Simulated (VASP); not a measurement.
**Sc2InSb3: relaxation of cell and atoms with PBE**

The system is Sc2InSb3.

```
Sc In Sb
1.0
    -2.06500    2.92000    6.19500
     2.06500   -2.92000    6.19500
     2.06500    2.92000   -6.19500
Sc In Sb
2 1 3
Direct
  0.66670 0.66670 0.00000
  0.33330 0.33330 0.00000
  0.00000 0.00000 0.00000
  0.50000 0.00000 0.50000
  0.83330 0.33330 0.50000
  0.16670 0.66670 0.50000
```

The cell was built by a generator and needn't be a form met in nature.

```yaml
Program: VASP 6.6.1
Task: relaxation of cell and atoms
Functional: PBE
Potentials_or_basis: VASP PAW PBE potentials, release 64 (Sc_sv, In_d, Sb)
Cutoff: 520 eV
k_mesh: 5 × 5 × 5
Occupations: gaussian, width 0.15 eV
Spin: no spin polarisation
Further_INCAR_settings: PREC = Normal; ALGO = Fast; EDIFF = 0.0001; IBRION = 2; EDIFFG = -0.08; NSW = 24; ISIF = 3
```

```
Relaxed volume                         : 27.38 Å³/atom
Relaxed cell                           : a = 7.540 Å, b = 7.540 Å, c = 7.540 Å, α = 147.83°, β = 133.51°, γ = 57.66°
Space group after relaxing (to 0.05 Å) : Immm (No. 71)
Energy gained by relaxing              : 57.2 meV/atom
Ionic steps                            : 8
Pressure after relaxing                : -0.2 GPa
Largest force after relaxing           : 0.072 eV/Å
Band gap on the k mesh                 : none (metal or under the smearing width)
```

Forces on the atoms (eV/Å):
```
Sc   0.000  0.000 -0.072
Sc   0.000  0.000  0.072
In   0.000  0.000  0.000
Sb   0.000  0.000  0.000
Sb   0.000  0.000 -0.022
Sb   0.000  0.000  0.022
```

Stress tensor (GPa, compression positive):
```
-0.34  0.00  0.00
 0.00 -0.18  0.00
 0.00  0.00 -0.06
```

The path:
| step | energy change (eV) | largest force (eV/Å) | pressure (GPa) | volume (Å³) |
| --- | --- | --- | --- | --- |
| 1 | 0.0000 | 0.6011 | 6.27 | 149.42 |
| 2 | -0.2346 | 0.4688 | -1.15 | 171.48 |
| 3 | -0.2820 | 0.4525 | -0.38 | 164.46 |
| 4 | -0.2821 | 0.4542 | -0.36 | 164.15 |
| 5 | -0.3103 | 0.3323 | -0.13 | 163.84 |
| 6 | -0.3308 | 0.1442 | 0.19 | 163.27 |
| 7 | -0.3420 | 0.0869 | -0.15 | 164.07 |
| 8 | -0.3431 | 0.0723 | -0.20 | 164.30 |

Final structure:
```
CELL_PARAMETERS angstrom
-2.08920 2.97624 6.60575
2.08920 -2.97624 6.60575
2.08920 2.97624 -6.60575
ATOMIC_POSITIONS crystal
Sc 0.66655 0.66655 0.00000
Sc 0.33345 0.33345 0.00000
In 0.00000 0.00000 0.00000
Sb 0.50000 0.00000 0.50000
Sb 0.82519 0.32519 0.50000
Sb 0.17481 0.67481 0.50000
```

Levels at points of the mesh, in eV from the Fermi level:
```
           k point  band 23  band 24  band 25  band 26  band 27  band 28
(0.00, 0.00, 0.00)     0.19     0.62     0.87     1.18     1.29     1.29
```

Wall time 6.5 min on 1 thread of Intel(R) Xeon(R) Platinum 8488C (Sapphire Rapids), on a shared host, peak memory 0.34 GiB.

Caveat: the k mesh is coarse (spacing up to 0.37 Å⁻¹), so the values aren't converged; the relaxation stopped at a loose force limit of 0.08 eV/Å, so its end isn't a converged minimum. Spin-orbit coupling is left out, which matters for the levels of Sb.
